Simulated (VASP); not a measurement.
Data:

```xyz
3
Lattice="1.9878 -3.4431 0.0000 1.9878 3.4431 0.0000 0.0000 0.0000 5.0841" Properties=species:S:1:pos:R:3 pbc="T T T"
Se     0.4922     0.8526     3.3894
Se     2.9912     0.0000     0.0000
Se     0.4922    -0.8526     1.6947
```

These are r2SCAN meta-GGA, VASP's PBE PAW potentials (set 64) (plane waves; VASP 6.6.1) values and carry that method's errors. Settings: 500 eV cut-off, 7×7×5 Γ-centred mesh, Gaussian smearing of 0.050 eV, potentials Se.

Energy and stress use the plane-wave basis of the starting cell.

Task: The ions, cell shape and volume at an external pressure of 10.0 GPa are relaxed. What does this cell relax into?

Result: 
```xyz
3
Lattice="1.8928 -3.2784 0.0000 1.8928 3.2784 0.0000 0.0000 0.0000 5.1014" Properties=species:S:1:pos:R:3 pbc="T T T"
Se     2.3898    -2.4174     3.4009
Se     2.7914     0.0000     0.0000
Se     2.3898     2.4174     1.7005
```
Space group P3_121 (152), at a tolerance of 0.03 Å.

Task: How do energy and volume change from the first to the last step?

Result: The energy (σ→0) changes by +93.5 meV/atom and the volume by -9.0 %, in 9 ionic steps.

```csv
step,E(σ→0) (eV),max force (eV/Å),pressure (GPa),volume (Å³)
1,-42.7264,0.012,4.92,69.59
2,-42.2685,0.955,16.63,62.44
3,-42.5647,0.434,9.97,66.07
4,-42.5326,0.272,9.99,65.11
5,-42.3807,0.069,10.92,62.34
6,-42.4252,0.001,10.59,63.01
7,-42.4800,0.095,8.81,63.90
8,-42.4488,0.039,9.85,63.37
9,-42.4458,0.017,9.93,63.31
```

The compound is Se in the trig structure. This run relaxes it under an external pressure of 10 GPa. Symmetry was kept, so distortions that lower it aren't found.
